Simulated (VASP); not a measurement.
An input for Quantum ESPRESSO's pw.x (written as the equivalent of a VASP run, and not itself run):

```
&CONTROL
  calculation = 'vc-relax'
  pseudo_dir = './pseudo'
  outdir = './out'
  tprnfor = .true.
  tstress = .true.
  nstep = 30
  forc_conv_thr = 0.00039
/
&SYSTEM
  ibrav = 0
  nat = 3
  ntyp = 1
  ecutwfc = 82.3
  occupations = 'smearing'
  smearing = 'gaussian'
  degauss = 0.003675
  input_dft = 'pbe'
  vdw_corr = 'grimme-d3'
  dftd3_version = 4
  dftd3_threebody = .false.
/
&ELECTRONS
  conv_thr = 7.3e-09
  electron_maxstep = 100
/
&IONS
/
&CELL
  cell_dofree = 'shape'
/
ATOMIC_SPECIES
  Te 127.600 Te.upf
CELL_PARAMETERS angstrom
     2.1845927   -3.7838252    0.0000000
     2.1845927    3.7838252    0.0000000
     0.0000000    0.0000000    6.0333450
ATOMIC_POSITIONS crystal
  Te   1.0000000  0.2819415  0.6666670
  Te   0.7180585  0.7180585  0.0000000
  Te   0.2819415  1.0000000  0.3333330
K_POINTS automatic
  6 6 4 0 0 0
```

Task: Translate this input to VASP (INCAR, KPOINTS, POSCAR, choice of POTCAR).

Result: Several could match; the one computed here: 
### INCAR
```
IVDW = 12   ! D3, Becke-Johnson
LASPH = .TRUE.   ! aspherical one-centre terms
SIGMA = 0.05
EDIFF = 1E-7
EDIFFG = -0.01   ! ionic stop
GGA = PE   ! PBE
LCHARG = .FALSE.
ISIF = 4   ! ions and shape, fixed volume
ALGO = Normal   ! blocked Davidson
LMAXMIX = 4
ISMEAR = 0
LWAVE = .FALSE.
ENCUT = 520   ! plane-wave cut-off (eV)
IBRION = 2   ! conjugate gradients
PREC = Accurate
SYSTEM = Te
NELM = 100   ! most electronic steps
NSW = 30
LREAL = .FALSE.
```

**KPOINTS**
```
kpoints
0
G
  6 6 4
0 0 0
```

POSCAR:
```
Te
1.0
  2.1845926831  -3.7838252439   0.0000000000
  2.1845926831   3.7838252439   0.0000000000
  0.0000000000   0.0000000000   6.0333450079
Te
3
Cart
  2.8005199686  -2.7170079697   4.0222320164
  3.1373307951   0.0000000000   0.0000000000
  2.8005199686   2.7170079697   2.0111129915
```

POTCAR, in this order: Te (PBE.64 set). Program: vasp_std.

The two are equivalent in intent, not identical: the potentials are each code's own (VASP's PAW set, PseudoDojo norm-conserving files in pw.x), so ENCUT and ecutwfc are chosen apart and not converted; conv_thr bounds pw.x's estimated SCF error, while EDIFF bounds the energy change between steps; forc_conv_thr acts on force components and is met together with etot_conv_thr.

The compound is Te in the trig structure. This cell is one point of a volume scan, at 1.03 of the reference volume. Symmetry was kept, so distortions that lower it aren't found.
